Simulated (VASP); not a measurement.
Input for VASP

File POSCAR:
```
BP
1
    3.1798754101    -0.0000000000     0.0000000000
   -1.5899377050     2.7538526583     0.0000000000
    0.0000000000     0.0000000000     5.2763176890
B P
2 2
Direct
  0.3333330000   0.6666670000   0.0003639176
  0.6666670000   0.3333330000   0.5003639176
  0.3333330000   0.6666670000   0.3746360824
  0.6666670000   0.3333330000   0.8746360824
```

**KPOINTS**
```
Regular mesh
0
Gamma
8 8 4
```

**INCAR**
```
ALGO = Normal
EDIFF = 1E-6
EDIFFG = -0.02
ENCUT = 620
GGA = PS
IBRION = 2
ISIF = 3
ISMEAR = 0
LASPH = .TRUE.
LCHARG = .FALSE.
LREAL = .FALSE.
LWAVE = .FALSE.
NELM = 100
NSW = 40
PREC = Accurate
SIGMA = 0.05
SYSTEM = BP
```

POTCAR, in this order: B P (PBE.64 set). Program: vasp_std.

**Question.** Write an equivalent input for Quantum ESPRESSO's pw.x.

**Answer.** One equivalent input (not run):
```
&CONTROL
  calculation = 'vc-relax'
  pseudo_dir = './pseudo'
  outdir = './out'
  tprnfor = .true.
  tstress = .true.
  nstep = 40
  forc_conv_thr = 0.00078
/
&SYSTEM
  ibrav = 0
  nat = 4
  ntyp = 2
  ecutwfc = 76
  occupations = 'smearing'
  smearing = 'gaussian'
  degauss = 0.003675
  input_dft = 'pbesol'
/
&ELECTRONS
  conv_thr = 7.3e-08
  electron_maxstep = 100
/
&IONS
/
&CELL
/
ATOMIC_SPECIES
  B 10.810 B.upf
  P 30.974 P.upf
CELL_PARAMETERS angstrom
     3.1798754   -0.0000000    0.0000000
    -1.5899377    2.7538527    0.0000000
     0.0000000    0.0000000    5.2763177
ATOMIC_POSITIONS crystal
  B    0.3333330  0.6666670  0.0003639
  B    0.6666670  0.3333330  0.5003639
  P    0.3333330  0.6666670  0.3746361
  P    0.6666670  0.3333330  0.8746361
K_POINTS automatic
  8 8 4 0 0 0
```
The two are equivalent in intent, not identical: the potentials are each code's own (VASP's PAW set, PseudoDojo norm-conserving files in pw.x), so ENCUT and ecutwfc are chosen apart and not converted; conv_thr bounds pw.x's estimated SCF error, while EDIFF bounds the energy change between steps; forc_conv_thr acts on force components and is met together with etot_conv_thr.

The structure was generated: BP was put into the wurtzite type (P6_3mc), which need not be its known phase. It was relaxed first, which changed the volume by +8 %.
